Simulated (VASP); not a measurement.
## Sb2TeO2: relaxation of cell and atoms with PBE

Crystal: Sb2TeO2.

```
CELL_PARAMETERS angstrom
8.63300 0.00000 0.00000
0.00000 8.63300 0.00000
0.00000 0.00000 3.20400
ATOMIC_POSITIONS crystal
Sb 0.28921 0.78921 0.00000
Sb 0.21079 0.28921 0.00000
Sb 0.71079 0.21079 0.00000
Sb 0.78921 0.71079 0.00000
Te 0.00000 0.00000 0.00000
Te 0.50000 0.50000 0.00000
O 0.18571 0.68571 0.50000
O 0.31429 0.18571 0.50000
O 0.81429 0.31429 0.50000
O 0.68571 0.81429 0.50000
```

The cell was built by a generator and needn't be a form met in nature.

```yaml
Program: VASP 6.6.1
Task: relaxation of cell and atoms
Functional: PBE
Potentials_or_basis: VASP PAW PBE potentials, release 64 (Sb, Te, O)
Cutoff: 520 eV
k_mesh: 4 × 4 × 10
Occupations: gaussian, width 0.1 eV
Spin: no spin polarisation
Further_INCAR_settings: ALGO = Normal; EDIFF = 1e-06; IBRION = 2; EDIFFG = -0.01; NSW = 90; ISIF = 3
```

```json
{
  "Relaxed volume": "25.29 Å³/atom",
  "Relaxed cell": "a = 8.851 Å, b = 8.851 Å, c = 3.229 Å, α = 90.00°, β = 90.00°, γ = 90.00°",
  "Space group after relaxing (to 0.05 Å)": "P4/mbm (No. 127)",
  "Energy gained by relaxing": "6.1 meV/atom",
  "Ionic steps": "36",
  "Pressure after relaxing": "0.0 GPa",
  "Largest force after relaxing": "0.005 eV/Å",
  "Band gap on the k mesh": "none (metal or under the smearing width)"
}
```

Forces on the atoms (eV/Å):
```
Sb  -0.003 -0.003  0.000
Sb   0.003 -0.003  0.000
Sb   0.003  0.003  0.000
Sb  -0.003  0.003  0.000
Te   0.000  0.000  0.000
Te   0.000  0.000  0.000
O    0.001  0.001  0.000
O   -0.001  0.001  0.000
O   -0.001 -0.001  0.000
O    0.001 -0.001  0.000
```

Stress tensor (GPa, compression positive):
```
-0.05  0.00  0.00
 0.00 -0.05  0.00
 0.00  0.00  0.03
```

The path:
| step | energy change (eV) | largest force (eV/Å) | pressure (GPa) | volume (Å³) |
| --- | --- | --- | --- | --- |
| 1 | 0.0000 | 0.0025 | 1.42 | 238.79 |
| 2 | -0.0169 | 0.4122 | -0.65 | 246.16 |
| 3 | -0.0216 | 0.2833 | -0.04 | 243.77 |
| 4 | -0.0442 | 0.1389 | 0.03 | 247.28 |
| 5 | -0.0491 | 0.0344 | 0.09 | 249.65 |
| 6 | -0.0492 | 0.0322 | 0.10 | 249.93 |
| 7 | -0.0496 | 0.0555 | -0.13 | 250.95 |
| 8 | -0.0497 | 0.0490 | -0.10 | 250.76 |
| 9 | -0.0502 | 0.0391 | -0.02 | 250.85 |
| 10 | -0.0503 | 0.0493 | -0.01 | 250.87 |
| 11 | -0.0508 | 0.0372 | -0.03 | 250.87 |
| 12 | -0.0519 | 0.0381 | -0.10 | 250.85 |
| 13 | -0.0521 | 0.0928 | -0.25 | 250.83 |
| 14 | -0.0523 | 0.0698 | -0.18 | 250.84 |
| 15 | -0.0525 | 0.0683 | -0.19 | 250.81 |
| 16 | -0.0528 | 0.0643 | -0.15 | 250.74 |
| 17 | -0.0534 | 0.0549 | -0.12 | 250.59 |
| 18 | -0.0543 | 0.0376 | -0.03 | 250.28 |
| 19 | -0.0553 | 0.0122 | 0.15 | 249.68 |
| 20 | -0.0554 | 0.0195 | 0.22 | 249.45 |
| 21 | -0.0562 | 0.0104 | 0.21 | 249.60 |
| 22 | -0.0581 | 0.0244 | 0.15 | 250.07 |
| 23 | -0.0590 | 0.0753 | 0.00 | 250.99 |
| 24 | -0.0592 | 0.0598 | 0.05 | 250.71 |
| 25 | -0.0600 | 0.0286 | 0.11 | 251.05 |
| 26 | -0.0602 | 0.0057 | 0.15 | 251.29 |
| 27 | -0.0602 | 0.0418 | 0.24 | 251.77 |
| 28 | -0.0603 | 0.0120 | 0.19 | 251.45 |
| 29 | -0.0609 | 0.0031 | 0.09 | 252.27 |
| 30 | -0.0610 | 0.0186 | -0.09 | 253.30 |
| 31 | -0.0611 | 0.0126 | -0.04 | 252.94 |
| 32 | -0.0611 | 0.0102 | -0.01 | 252.77 |
| 33 | -0.0611 | 0.0113 | -0.02 | 252.83 |
| 34 | -0.0611 | 0.0126 | -0.01 | 252.88 |
| 35 | -0.0611 | 0.0128 | -0.03 | 252.91 |
| 36 | -0.0611 | 0.0045 | -0.02 | 252.93 |

Final structure:
```yaml
crystal:
  lattice:
    - [8.85076, 0.00000, 0.00000]
    - [0.00000, 8.85076, 0.00000]
    - [0.00000, 0.00000, 3.22883]
  atoms:
    - { symbol: Sb, position: [0.27870, 0.77870, 0.00000] }
    - { symbol: Sb, position: [0.22130, 0.27870, 0.00000] }
    - { symbol: Sb, position: [0.72130, 0.22130, 0.00000] }
    - { symbol: Sb, position: [0.77870, 0.72130, 0.00000] }
    - { symbol: Te, position: [0.00000, 0.00000, 0.00000] }
    - { symbol: Te, position: [0.50000, 0.50000, 0.00000] }
    - { symbol: O, position: [0.17919, 0.67919, 0.50000] }
    - { symbol: O, position: [0.32081, 0.17919, 0.50000] }
    - { symbol: O, position: [0.82081, 0.32081, 0.50000] }
    - { symbol: O, position: [0.67919, 0.82081, 0.50000] }
```

Levels at points of the mesh, in eV from the Fermi level:
```tsv
k point	band 26	band 27	band 28	band 29	band 30	band 31
(0.00, 0.00, 0.00)	-1.93	-0.88	-0.74	0.66	1.04	1.04
(0.50, 0.00, 0.00)	-2.28	0.09	0.09	0.62	0.62	1.20
(0.50, 0.50, 0.00)	-2.09	-0.44	-0.44	0.69	0.69	0.96
(0.00, 0.00, 0.50)	-3.08	-0.88	-0.88	-0.42	0.16	0.46
(0.50, 0.00, 0.50)	-2.78	-2.50	-2.50	0.54	0.54	1.06
(0.50, 0.50, 0.50)	-3.33	-0.88	-0.88	-0.14	-0.14	0.53
```

It took 27 min on 8 MPI ranks on Intel(R) Xeon(R) Platinum 8259CL CPU @ 2.50GHz (Skylake/Cascade Lake), with other jobs on the host, peak memory 0.52 GiB a rank.

Spin-orbit coupling is left out, which matters for the levels of Sb, Te.
